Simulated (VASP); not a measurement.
Crystal: NbWS4.

```xyz
12
Lattice="13.3000 0.0000 0.0000 0.0000 3.2500 0.0000 0.0000 0.0000 5.6300" Properties=species:S:1:pos:R:3 pbc="T T T"
Nb    9.9750    0.0000    3.7534
Nb    3.3250    0.0000    1.8766
W     9.9750    1.6250    0.9384
W     3.3250    1.6250    4.6916
S    11.5444    0.0000    1.8766
S     8.4056    0.0000    1.8766
S    11.5444    1.6250    4.6916
S     8.4056    1.6250    4.6916
S     4.8944    0.0000    3.7534
S     1.7556    0.0000    3.7534
S     4.8944    1.6250    0.9384
S     1.7556    1.6250    0.9384
```

The cell was built by a generator and needn't be a form met in nature.

- Program: VASP 6.6.1
- Task: relaxation of cell and atoms
- Functional: PBE
- Potentials or basis: VASP PAW PBE potentials, release 64 (Nb_sv, W_sv, S)
- Cutoff: 520 eV
- k mesh: 1 × 4 × 3
- Occupations: gaussian, width 0.15 eV
- Spin: no spin polarisation

At the start: pressure 0.9 GPa; volume 20.28 Å³/atom.

Problem. Where does the relaxation end?

Solution. Over 12 steps the energy falls by 9.5 meV/atom and the volume is 20.74 Å³/atom (+2.3 %); space group Pmma (No. 51, to 0.05 Å).

The path:
```
step  energy change (eV)  largest force (eV/Å)  pressure (GPa)  volume (Å³)
   1              0.0000                0.5929            0.90       243.36
   2             -0.0882                0.2527           -0.60       247.38
   3             -0.0905                0.2373           -0.67       248.04
   4             -0.0850                0.2261           -1.28       249.35
   5             -0.0905                0.2265           -0.98       248.29
   6             -0.0824                0.2911            1.52       245.08
   7             -0.1006                0.1608            0.19       246.91
   8             -0.1058                0.0810            0.06       247.20
   9             -0.1061                0.0922            0.09       247.29
  10             -0.1095                0.0873            0.06       247.82
  11             -0.1110                0.0851            0.04       248.37
  12             -0.1140                0.0485            0.22       248.89
```

Final structure:
```
Nb W S
1.0
    13.41054    0.00000    0.00000
     0.00000    3.27909    0.00000
     0.00000    0.00000    5.65988
Nb W S
2 2 8
Direct
  0.75000 0.00000 0.67386
  0.25000 0.00000 0.32614
  0.75000 0.50000 0.16241
  0.25000 0.50000 0.83759
  0.86457 0.00000 0.32731
  0.63543 0.00000 0.32731
  0.86755 0.50000 0.83753
  0.63245 0.50000 0.83753
  0.36457 0.00000 0.67268
  0.13543 0.00000 0.67268
  0.36755 0.50000 0.16247
  0.13245 0.50000 0.16247
```

Caveat: the k mesh is coarse (spacing up to 0.48 Å⁻¹), so the values aren't converged; this functional lacks dispersion, which binds the layers, so the pressure and a relaxed spacing across them are unreliable.
